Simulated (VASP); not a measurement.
```
Cd
1.0
    0.00000     2.20442     2.20442
    2.20442     0.00000     2.20442
    2.20442     2.20442     0.00000
Cd
1
Cartesian
  0.00000   0.00000   0.00000
```

Computed with r2SCAN meta-GGA, VASP's PBE PAW potentials (set 64) (plane waves; VASP). Run with 400 eV cut-off, 16×16×16 Γ-centred mesh, tetrahedra with Blöchl corrections, potentials Cd.

Q: Give the energies of bands 6 to 9 at the high-symmetry points, in eV from the Fermi level.

A: 
| band | Γ | X | U | L | W |
|---|---|---|---|---|---|
| 6 | -9.17 | -0.96 | 0.72 | -2.51 | 2.11 |
| 7 | 14.47 | 1.62 | 1.27 | -1.32 | 2.11 |
| 8 | 15.88 | 7.21 | 2.56 | 13.37 | 2.37 |
| 9 | 15.88 | 7.21 | 8.72 | 13.37 | 4.03 |

It has no gap at this level: it comes out as a metal or semimetal.

The structure comes from a computed database's Cd entry (Fm-3m); how it stands against other phases isn't given here. It was relaxed first.
